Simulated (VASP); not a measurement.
Crystal: AlCl.

```
Al Cl
1.0
     0.00000    2.84863    2.84863
     2.84863    0.00000    2.84863
     2.84863    2.84863    0.00000
Al Cl
1 1
Direct
  0.50000 0.50000 0.50000
  0.00000 0.00000 0.00000
```

The cell was built by a generator and needn't be a form met in nature.

* Program: VASP 6.6.1
* Task: relaxation of cell and atoms
* Functional: PBE
* Potentials or basis: VASP PAW PBE potentials, release 64 (Al, Cl)
* Cutoff: 600 eV
* k mesh: 8 × 8 × 8
* Occupations: fermi-dirac, width 0.05 eV
* Spin: no spin polarisation

At the start: pressure 5.7 GPa; volume 23.12 Å³/atom.

**Question.** Where does the relaxation end?

**Answer.** Over 4 steps the energy falls by 79.1 meV/atom and the volume is 28.23 Å³/atom (+22.1 %); space group Fm-3m (No. 225, to 0.05 Å).

Step by step:
```csv
step,energy change (eV),largest force (eV/Å),pressure (GPa),volume (Å³)
1,0.0000,0.0000,5.73,46.23
2,-0.1316,0.0000,2.00,51.99
3,-0.1577,0.0000,0.21,55.94
4,-0.1581,0.0000,0.01,56.46
```

Final structure:
```
Al Cl
1.0
     0.00000    3.04491    3.04491
     3.04491    0.00000    3.04491
     3.04491    3.04491    0.00000
Al Cl
1 1
Direct
  0.50000 0.50000 0.50000
  0.00000 0.00000 0.00000
```

Caveat: the volume moved by over 15 % at a fixed basis, so the end points are rough.
